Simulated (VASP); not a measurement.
Crystal: Ti2Te2S.

```
Ti Te S
1.0
     4.58589    0.00000    0.00000
    -2.29294    3.97149    0.00000
     0.00000    0.00000    7.55132
Ti Te S
2 2 1
Direct
  0.00000 0.00000 0.30111
  0.00000 0.00000 0.69889
  0.33333 0.66667 0.50000
  0.66667 0.33333 0.50000
  0.00000 0.00000 0.00000
```

The cell was built by a generator and needn't be a form met in nature.

| Item | Value |
| --- | --- |
| Program | VASP 6.6.1 |
| Task | relaxation of cell and atoms |
| Functional | PBE |
| Potentials or basis | VASP PAW PBE potentials, release 64 (Ti_sv, Te, S) |
| Cutoff | 520 eV |
| k mesh | 4 × 4 × 2 |
| Occupations | gaussian, width 0.15 eV |
| Spin | no spin polarisation |

At the start: pressure 8.3 GPa; volume 27.51 Å³/atom.

Question: How do energy, volume and symmetry change on relaxing?

Answer: Over 15 steps the energy falls by 474.8 meV/atom and the volume is 31.52 Å³/atom (+14.6 %); space group P6/mmm (No. 191, to 0.05 Å).

The path:
```
step  energy change (eV)  largest force (eV/Å)  pressure (GPa)  volume (Å³)
   1              0.0000                1.3258            8.27       137.53
   2             15.6907                2.1159            4.13       165.75
   3             -1.4165                1.9430            1.37       153.27
   4             -1.6032                2.1304            1.33       157.14
   5             -1.7530                2.3469           -0.16       161.45
   6             -1.8418                2.4220           -0.73       163.60
   7             -1.8616                2.4263           -0.88       164.68
   8             -2.3093                0.5255           -1.19       161.76
   9             -2.3392                0.1923           -0.98       160.90
  10             -2.3420                0.0453            0.67       155.92
  11             -2.3520                0.1156            0.19       158.27
  12             -2.3724                0.1631           -0.21       158.61
  13             -2.3728                0.1564           -0.31       158.46
  14             -2.3729                0.1517           -0.26       158.35
  15             -2.3740                0.0396           -0.04       157.61
```

Final structure:
```xyz
5
Lattice="5.1852 0.0000 0.0000 -2.5926 4.4905 0.0000 0.0000 0.0000 6.7690" Properties=species:S:1:pos:R:3 pbc="T T T"
Ti    0.0000    0.0000    2.2322
Ti    0.0000    0.0000    4.5368
Te    0.0000    2.9937    3.3845
Te    2.5926    1.4968    3.3845
S     0.0000    0.0000    0.0000
```

Caveat: the k mesh is coarse (spacing up to 0.42 Å⁻¹), so the values aren't converged.
